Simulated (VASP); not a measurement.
Method: PBEsol GGA, VASP's PBE PAW potentials (set 64) (plane waves; VASP).

The input files of a VASP run:

**POSCAR**
```
SiO2
11.1383960
  0.4567235501   0.0000000000   0.0000000000
 -0.2283617750   0.3955342081   0.0000000000
  0.0000000000   0.0000000000   0.5000000070
Si O
3 6
direct
  0.0000000000   0.5000000000   0.3333330000
  0.5000000000   0.0000000000   0.0000000000
  0.5000000000   0.5000000000   0.6666670000
  0.5835527497   0.7917763748   0.8333330000
  0.7917763748   0.5835527497   0.5000000000
  0.2082236252   0.7917763748   0.1666670000
  0.4164472503   0.2082236252   0.8333330000
  0.2082236252   0.4164472503   0.5000000000
  0.7917763748   0.2082236252   0.1666670000
```

INCAR:
```
SYSTEM = SiO2
PREC = Accurate
ENCUT = 520
EDIFF = 1E-7
NELM = 100
ALGO = Normal
LREAL = .FALSE.
LASPH = .TRUE.
ISMEAR = -5
GGA = PS
LWAVE = .FALSE.
LCHARG = .TRUE.
LORBIT = 11
NEDOS = 601
ISIF = 2
LEFG = .TRUE.
```

KPOINTS:
```
Automatic mesh
0
Gamma
6 6 5
0 0 0
```

POTCAR, in this order: Si O (PBE.64 set). Program: vasp_std.

Question: What will the output report for the number of irreducible k-points (NKPTS), number of bands (NBANDS), largest plane-wave count, number of space-group operations, FFT grid (NGX, NGY, NGZ)?

Answer: 
- number of irreducible k-points (NKPTS): 21
- number of bands (NBANDS): 29
- largest plane-wave count: 3408
- number of space-group operations: 12
- FFT grid (NGX, NGY, NGZ): 40 × 40 × 42

The structure comes from a computed database's SiO2 entry (P6_422); how it stands against other phases isn't given here. It was relaxed first.
